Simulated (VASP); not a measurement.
Data:

```
CELL_PARAMETERS angstrom
      3.09312     0.00000     0.00000
      0.00000     3.09312     0.00000
      0.00000     0.00000     3.61580
ATOMIC_POSITIONS crystal
  Zr 0.50000 0.50000 0.50000
  Ir 0.00000 0.00000 0.00000
```

All values below come from PBEsol GGA, VASP's PBE PAW potentials (set 64) (plane waves; VASP 6.6.1). Numerical set-up: 400 eV cut-off, Gaussian smearing of 0.050 eV, potentials Zr_sv Ir.

Unless said otherwise, spin-orbit coupling is left out, though it shifts the bands of the heavy elements here.

Task: What does the run give for the band gap (along the path) with the smallest direct gap where there is one?

Result: 
| Quantity | Value |
|---|---|
| band gap (along the path) | none (metal, semimetal or under 0.01 eV) |

The structure comes from a computed database's ZrIr entry (P4/mmm); how it stands against other phases isn't given here. It was relaxed first. The electron count is odd and the run is not spin-polarised, which forces a metal.
